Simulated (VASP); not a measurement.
```
SrVO3
1.0
    3.83675     0.00000     0.00000
    0.00000     3.83675     0.00000
    0.00000     0.00000     3.83675
Sr V O
1 1 3
Direct
  0.00000   0.00000   0.00000
  0.50000   0.50000   0.50000
  0.50000   0.00000   0.50000
  0.00000   0.50000   0.50000
  0.50000   0.50000   0.00000
```

The numbers are results of PBE GGA with D3 dispersion (Becke-Johnson damping), VASP's PBE PAW potentials (set 64) (plane waves; VASP), not measurements. Run with 520 eV cut-off, 9×9×9 Γ-centred mesh, tetrahedra with Blöchl corrections, potentials Sr_sv V_sv O.

**Question.** Estimate the energy per atom (σ→0), band gap (on the k-mesh) with the smallest direct gap where there is one.

**Answer.** 
```json
{
  "band gap (on the k-mesh)": "none (metal, semimetal or under 0.01 eV)",
  "energy per atom (σ→0)": "-8.119 eV/atom"
}
```

The absolute energy has meaning only against runs of the same code, potentials and settings.

The compound is SrVO3 in the cubic perovskite structure. It was relaxed first. The run is not spin-polarised, so no magnetic state was tried. The electron count is odd and the run is not spin-polarised, which forces a metal.
